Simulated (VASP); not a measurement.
Runs of VASP 6.6.1 on SnH2. The structure is cubic, space group Fm-3m (No. 225). Conventional cell: a = 5.309 Å, b = 5.309 Å, c = 5.309 Å, α = 90.00°, β = 90.00°, γ = 90.00°. Sn (site symmetry m-3m) has 8 H at 2.30 Å as nearest neighbours. H (site symmetry -43m) is surrounded by 4 Sn at 2.30 Å. The cell was built by a generator and needn't be a form met in nature.

```csv
level,potentials or basis,k mesh,gap on the mesh (eV),pressure (GPa)
PBE,"VASP PAW PBE potentials, release 64 (Sn_d, H)",8 × 8 × 8,none,(a)
r2SCAN,"VASP PAW PBE potentials, release 64 (Sn_d, H)",8 × 8 × 8,none,-0.1
LDA,"VASP PAW LDA potentials, release 64 (Sn_d, H)",8 × 8 × 8,none,-2.7
r2SCAN,"VASP PAW PBE potentials, release 64 (Sn_d, H)",10 × 10 × 10,none,0.4
```

Alike in all rows: task single point; no spin polarisation; cell as given; cutoff (eV) 520; smearing fermi-dirac 0.02 eV.

**Question.** Fill in the values left out.

**Answer.** (a) 1.2.

Caveats: the PAW data sets were made with another functional, which shifts forces and pressure a little (some runs).

A k mesh can miss the band edges, and the runs leave out spin-orbit coupling on Sn.

A gap of «none» marks a metal or a gap under the smearing width.
